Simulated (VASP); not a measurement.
## SnSe: relaxation of cell and atoms with PBE

The system is SnSe.

```
CELL_PARAMETERS angstrom
11.66446 0.00000 0.00000
0.00000 4.12625 0.00000
0.00000 0.00000 4.70091
ATOMIC_POSITIONS crystal
Sn 0.61879 0.75000 0.37655
Sn 0.88121 0.25000 0.87655
Sn 0.38121 0.25000 0.62345
Sn 0.11879 0.75000 0.12345
Se 0.14855 0.25000 0.50918
Se 0.64855 0.25000 0.99082
Se 0.35145 0.75000 0.00918
Se 0.85145 0.75000 0.49082
```

The cell is a database's computed one.

| Property | Result |
| --- | --- |
| Program | VASP 6.6.1 |
| Task | relaxation of cell and atoms |
| Functional | PBE |
| Potentials or basis | VASP PAW PBE potentials, release 64 (Sn_d, Se) |
| Cutoff | 600 eV |
| k mesh | 3 × 7 × 7 |
| Occupations | gaussian, width 0.02 eV |
| Spin | no spin polarisation |
| Further INCAR settings | ALGO = Fast; EDIFF = 1e-06; IBRION = 2; EDIFFG = -0.005; NSW = 80; ISIF = 3 |

```json
{
  "Relaxed volume": "28.31 Å³/atom",
  "Relaxed cell": "a = 11.789 Å, b = 4.205 Å, c = 4.569 Å, α = 90.00°, β = 90.00°, γ = 90.00°",
  "Space group after relaxing (to 0.05 Å)": "Pnma (No. 62)",
  "Energy gained by relaxing": "5.5 meV/atom",
  "Ionic steps": "36",
  "Pressure after relaxing": "0.0 GPa",
  "Largest force after relaxing": "0.004 eV/Å",
  "Band gap on the k mesh": "0.88 eV, indirect (least direct gap 1.08 eV)"
}
```

Forces on the atoms (eV/Å):
```
Sn   0.001  0.000  0.002
Sn  -0.001  0.000  0.002
Sn  -0.001  0.000 -0.002
Sn   0.001  0.000 -0.002
Se  -0.001  0.000  0.004
Se  -0.001  0.000 -0.004
Se   0.001  0.000  0.004
Se   0.001  0.000 -0.004
```

The path:
```csv
step,energy change (eV),largest force (eV/Å),pressure (GPa),volume (Å³)
1,0.0000,0.2231,1.14,226.26
2,-0.0202,0.0632,-0.57,232.93
3,-0.0236,0.0763,-0.10,231.03
4,-0.0236,0.0734,-0.13,231.12
5,-0.0260,0.0697,-0.08,230.70
6,-0.0318,0.0568,-0.04,229.44
7,-0.0385,0.0323,0.12,226.90
8,-0.0393,0.0645,-0.27,227.61
9,-0.0396,0.0459,-0.17,227.34
10,-0.0408,0.0470,-0.02,226.68
11,-0.0407,0.0499,-0.09,226.70
12,-0.0416,0.0265,0.06,225.99
13,-0.0416,0.0273,0.15,225.75
14,-0.0417,0.0268,0.11,225.86
15,-0.0422,0.0153,0.04,226.14
16,-0.0424,0.0177,0.01,226.36
17,-0.0431,0.0183,-0.05,226.63
18,-0.0434,0.0232,-0.09,226.80
19,-0.0434,0.0329,-0.14,227.14
20,-0.0435,0.0316,-0.13,226.99
21,-0.0438,0.0178,-0.06,226.72
22,-0.0439,0.0135,0.00,226.51
23,-0.0439,0.0143,0.00,226.47
24,-0.0441,0.0096,0.04,226.42
25,-0.0441,0.0094,0.03,226.40
26,-0.0441,0.0139,0.06,226.34
27,-0.0442,0.0109,0.05,226.37
28,-0.0442,0.0082,-0.02,226.60
29,-0.0442,0.0084,0.00,226.57
30,-0.0442,0.0083,0.00,226.59
31,-0.0442,0.0052,-0.01,226.60
32,-0.0443,0.0063,-0.02,226.63
33,-0.0443,0.0054,0.01,226.53
34,-0.0443,0.0062,0.01,226.52
35,-0.0443,0.0058,0.02,226.50
36,-0.0443,0.0043,0.00,226.51
```

Final structure:
```yaml
crystal:
  lattice:
    - [11.78926, 0.00000, 0.00000]
    - [0.00000, 4.20484, 0.00000]
    - [0.00000, 0.00000, 4.56928]
  atoms:
    - { symbol: Sn, position: [0.62087, 0.75000, 0.38364] }
    - { symbol: Sn, position: [0.87913, 0.25000, 0.88364] }
    - { symbol: Sn, position: [0.37913, 0.25000, 0.61636] }
    - { symbol: Sn, position: [0.12087, 0.75000, 0.11636] }
    - { symbol: Se, position: [0.14538, 0.25000, 0.52358] }
    - { symbol: Se, position: [0.64538, 0.25000, 0.97642] }
    - { symbol: Se, position: [0.35462, 0.75000, 0.02358] }
    - { symbol: Se, position: [0.85462, 0.75000, 0.47642] }
```

Levels at points of the mesh, in eV from the valence-band top:
| k point | band 38 | band 39 | band 40 | band 41 | band 42 | band 43 |
| --- | --- | --- | --- | --- | --- | --- |
| (0.00, 0.00, 0.00) | -1.05 | -0.57 | -0.38 | 0.88 | 2.83 | 3.02 |

Run time: 35 min on 4 MPI ranks on Intel(R) Xeon(R) Platinum 8488C (Sapphire Rapids) (shared host), peak memory 0.61 GiB a rank.

Caveat: spin-orbit coupling is left out, which moves the levels of the heavy elements; an odd mesh through Γ misses points on the zone boundary, where band edges often lie.
